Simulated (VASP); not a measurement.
These are HSE06 screened hybrid, VASP's PBE PAW potentials (set 64) (plane waves; VASP) values and carry that method's errors.

VASP ran on this input.

INCAR:
```
! general
SYSTEM    =  SnSe2
PREC      =  Accurate
ENCUT     =  300
LREAL     =  F
LASPH     =  T
ISYM      =  3

! electronic loop
EDIFF     =  1E-6
NELM      =  100
ALGO      =  Normal
LMAXMIX   =  4

! smearing
ISMEAR    =  -1
SIGMA     =  0.01

! functional
GGA       =  PE
LHFCALC   =  T
AEXX      =  0.25
HFSCREEN  =  0.2
PRECFOCK  =  Fast

! ions
ISIF      =  2

! output
LWAVE     =  F
LCHARG    =  F
```

### KPOINTS
```
Automatic
0
G
 4 4 4
0 0 0
```

File POSCAR:
```
SnSe2
1
    3.8419000000     0.0000000000     0.0000000000
   -1.9209500000     3.3271830000     0.0000000000
    0.0000000000     0.0000000000     6.4858800000
Sn Se
1 2
Direct
  0.0091070000   0.0188620000   0.0051780000
  0.6680540000   0.3212900000   0.7465050000
  0.3228390000   0.6598480000   0.2483170000
```

POTCAR, in this order: Sn_d Se (PBE.64 set). Program: vasp_std.

The run wrote:

### OUTCAR
```
 ion  position               nearest neighbor table
   1  0.009  0.019  0.005-   3 2.65   2 2.72   3 2.74   2 2.76   3 2.78   2 2.86
   2  0.668  0.321  0.747-   1 2.72   1 2.76   1 2.86
   3  0.323  0.660  0.248-   1 2.65   1 2.74   1 2.78
  LATTYP: Found a hexagonal cell.
 ALAT       =     3.8419000000
 C/A-ratio  =     1.6881959447
 Subroutine PRICEL returns:
 Original cell was already a primitive cell.
 Subroutine GETGRP returns: Found  1 space group operations
The static configuration has the point symmetry C_1 .
The dynamic configuration has the point symmetry C_1 .
 Subroutine INISYM returns: Found  1 space group operations
 Subroutine IBZKPT returns following result:
 Found     36 irreducible k-points:

 Following reciprocal coordinates:
            Coordinates               Weight
  0.000000  0.000000  0.000000      1.000000
  0.250000  0.000000  0.000000      2.000000
  0.000000  0.250000  0.000000      2.000000
 -0.250000  0.250000  0.000000      2.000000
  0.500000  0.000000  0.000000      1.000000
  0.000000  0.500000  0.000000      1.000000
  0.500000  0.500000  0.000000      1.000000
  0.250000  0.250000  0.000000      2.000000
 -0.250000  0.500000  0.000000      2.000000
  0.500000  0.250000  0.000000      2.000000
  0.000000  0.000000  0.250000      2.000000
  0.250000  0.000000  0.250000      2.000000
  0.000000  0.250000  0.250000      2.000000
 -0.250000  0.250000  0.250000      2.000000
 -0.250000 -0.000000  0.250000      2.000000
  0.000000 -0.250000  0.250000      2.000000
  0.250000 -0.250000  0.250000      2.000000
  0.500000  0.000000  0.250000      2.000000
  0.000000  0.500000  0.250000      2.000000
  0.500000  0.500000  0.250000      2.000000
  0.250000  0.250000  0.250000      2.000000
 -0.250000  0.500000  0.250000      2.000000
  0.500000  0.250000  0.250000      2.000000
 -0.250000 -0.250000  0.250000      2.000000
  0.250000  0.500000  0.250000      2.000000
  0.500000 -0.250000  0.250000      2.000000
  0.000000  0.000000  0.500000      1.000000
  0.250000  0.000000  0.500000      2.000000
  0.000000  0.250000  0.500000      2.000000
 -0.250000  0.250000  0.500000      2.000000
  0.500000  0.000000  0.500000      1.000000
  0.000000  0.500000  0.500000      1.000000
  0.500000  0.500000  0.500000      1.000000
  0.250000  0.250000  0.500000      2.000000
 -0.250000  0.500000  0.500000      2.000000
  0.500000  0.250000  0.500000      2.000000
 Subroutine IBZKPT_HF returns following result:
   k-points           NKPTS =     36   k-points in BZ     NKDIM =     64   number of bands    NBANDS=     17
   number of dos      NEDOS =    301   number of ions     NIONS =      3
   total plane-waves  NPLWV =  23040
   dimension x,y,z NGX =    24 NGY =   24 NGZ =   40
   dimension x,y,z NGXF=    48 NGYF=   48 NGZF=   80
   ions per type =               1   2
   PREC   = accura    normal or accurate (medium, high low for compatibility)
   ISTART =      0    job   : 0-new  1-cont  2-samecut
   ICHARG =      2    charge: 1-file 2-atom 10-const
   ISPIN  =      1    spin polarized calculation?
   LNONCOLLINEAR =      F non collinear calculations
   LSORBIT =      F    spin-orbit coupling
   INIWAV =      1    electr: 0-lowe 1-rand  2-diag
   ENCUT  =  300.0 eV  22.05 Ry    4.70 a.u.   5.43  5.43  9.16*2*pi/ulx,y,z
   NELM   =    100;   NELMIN=  2; NELMDL= -5     # of ELM steps
   EDIFF  = 0.1E-05   stopping-criterion for ELM
   LREAL  =      F    real-space projection
   NLSPLINE    = F    spline interpolate recip. space projectors
   LMAXMIX     =    4 max onsite mixed and CHGCAR
   VOSKOWN=      0    Vosko Wilk Nusair interpolation
...
```

OSZICAR:
```
       N       E                     dE             d eps       ncg     rms          rms(c)
DAV:   1    -0.201682028140E+04   -0.20168E+04   -0.96616E+03  1224   0.125E+03
DAV:   2    -0.217583186949E+04   -0.15901E+03   -0.15674E+03  1472   0.309E+02
DAV:   3    -0.219013111599E+04   -0.14299E+02   -0.14043E+02  1451   0.995E+01
DAV:   4    -0.219047906656E+04   -0.34795E+00   -0.34755E+00  1611   0.167E+01
DAV:   5    -0.147579233521E+02    0.21757E+04   -0.10560E+01  1538   0.434E+01    0.633E+00
DAV:   6    -0.144313752664E+02    0.32655E+00   -0.13589E+00  1705   0.902E+00    0.446E+00
DAV:   7    -0.144379807592E+02   -0.66055E-02   -0.29273E-01  1568   0.330E+00    0.276E+00
DAV:   8    -0.144315852109E+02    0.63955E-02   -0.23928E-02  1592   0.945E-01    0.161E+00
DAV:   9    -0.144266182917E+02    0.49669E-02   -0.82528E-03  1562   0.590E-01    0.863E-01
DAV:  10    -0.144257092053E+02    0.90909E-03   -0.26100E-03  1598   0.266E-01    0.459E-01
DAV:  11    -0.144253911855E+02    0.31802E-03   -0.23065E-04  1639   0.122E-01    0.261E-01
DAV:  12    -0.144252807030E+02    0.11048E-03   -0.96548E-05  1625   0.836E-02    0.145E-01
DAV:  13    -0.144252582845E+02    0.22418E-04   -0.39587E-05  1636   0.458E-02    0.792E-02
DAV:  14    -0.144252568125E+02    0.14720E-05   -0.10756E-05  1568   0.231E-02    0.437E-02
DAV:  15    -0.144252594874E+02   -0.26749E-05   -0.46888E-06  1529   0.148E-02    0.243E-02
DAV:  16    -0.144252621927E+02   -0.27053E-05   -0.19956E-06  1145   0.976E-03    0.139E-02
DAV:  17    -0.144252640495E+02   -0.18568E-05   -0.93071E-07  1040   0.717E-03    0.810E-03
DAV:  18    -0.144252651687E+02   -0.11192E-05   -0.39563E-07   778   0.471E-03    0.494E-03
DAV:  19    -0.144252658004E+02   -0.63169E-06   -0.19433E-07   684   0.331E-03
   1 F= -.14425266E+02 E0= -.14425266E+02  d E =-.425078E-11
```

OUTCAR:
```
------------------------ aborting loop because EDIFF is reached ----------------------------------------
  FORCE on cell =-STRESS in cart. coord.  units (eV):
  Direction    XX          YY          ZZ          XY          YZ          ZX
  --------------------------------------------------------------------------------------
  Total       -0.8319486     -0.5017070     -2.1328556      0.0216733      0.1776975      0.2012901
  in kB      -16.0773859     -9.6954748    -41.2173804      0.4188366      3.4340001      3.8899262
  external PRESSURE =     -22.3300804 kB  Pullay stress =       0.0000000 kB
  volume of cell :       82.91
      direct lattice vectors                 reciprocal lattice vectors
     3.841900000  0.000000000  0.000000000     0.260287878  0.150277277  0.000000000
    -1.920950000  3.327183000  0.000000000     0.000000000  0.300554553  0.000000000
     0.000000000  0.000000000  6.485880000     0.000000000  0.000000000  0.154181083
 POSITION                                       TOTAL-FORCE (eV/Angst)
 -----------------------------------------------------------------------------------
     -0.00124      0.06276      0.03358         0.021266     -0.368167     -0.751557
      1.94941      1.06899      4.84174        -0.086666      0.129074      1.103799
     -0.02722      2.19544      1.61055         0.065400      0.239093     -0.352242
 -----------------------------------------------------------------------------------
    total drift:                                0.000062     -0.000321     -0.003991
  FREE ENERGIE OF THE ION-ELECTRON SYSTEM (eV)
  ---------------------------------------------------
  free  energy   TOTEN  =       -14.4252658004 eV

  energy  without entropy=      -14.4252658003  energy(sigma->0) =      -14.42526580

  exchange ACFDT corr.  =         0.00000000  see jH, gK, PRB 81, 115126
```
(Selected blocks of OUTCAR.)

**OUTCAR**
```
 val. band max:        3.0265216552   @ k =   0.0000   0.0000   0.5000

 cond. band min:       4.0810820522   @ k =   0.5000   0.0000   0.5000


 Fermi energy:         3.2395154661

 k-point     1 :       0.0000    0.0000    0.0000
  band No.  band energies     occupation
      1     -20.3755      2.00000
      2     -20.3699      2.00000
      3     -20.3241      2.00000
      4     -20.3167      2.00000
      5     -20.3147      2.00000
      6     -11.9268      2.00000
      7     -10.2896      2.00000
      8      -3.6567      2.00000
      9       2.1784      2.00000
     10       2.3817      2.00000
     11       2.5149      2.00000
     12       2.7506      2.00000
     13       2.9636      2.00000
     14       4.5817      0.00000
     15       6.9469      0.00000
     16       8.4023      0.00000
     17       8.5882      0.00000

 k-point     2 :       0.2500    0.0000    0.0000
  band No.  band energies     occupation
      1     -20.3954      2.00000
      2     -20.3587      2.00000
      3     -20.3253      2.00000
      4     -20.3140      2.00000
      5     -20.3061      2.00000
      6     -11.3223      2.00000
      7      -9.9430      2.00000
      8      -3.6520      2.00000
      9      -0.5828      2.00000
     10       0.6165      2.00000
     11       1.1190      2.00000
     12       2.4670      2.00000
     13       2.8875      2.00000
     14       5.4677      0.00000
     15       7.6104      0.00000
     16       9.1527      0.00000
     17       9.2859      0.00000

 k-point     3 :       0.0000    0.2500    0.0000
  band No.  band energies     occupation
      1     -20.3981      2.00000
      2     -20.3560      2.00000
      3     -20.3268      2.00000
      4     -20.3135      2.00000
      5     -20.3052      2.00000
      6     -11.3152      2.00000
      7      -9.9438      2.00000
      8      -3.6759      2.00000
      9      -0.6417      2.00000
     10       0.6626      2.00000
     11       1.1601      2.00000
...
```

At this cut-off the stress carries a Pulay error, which pulls relaxed volumes low.  Unless said otherwise, spin-orbit coupling is left out, though it shifts the bands of the heavy elements here.

The structure comes from a computed database's SnSe2 entry; how it stands against other phases isn't given here. The cell was not relaxed at this level, atoms are displaced from their ideal sites. The k-mesh is coarse (spacing up to 0.47 per Å, 2π included), so the numbers may not be converged in it. The run is one of a series of settings (AEXX = 0.25, HFSCREEN = 0.2, ISYM = 3, LHFCALC = .TRUE., PRECFOCK = Fast, KPOINTS 4×4×4 Γ-centred mesh against the base run), some of them coarse on purpose.
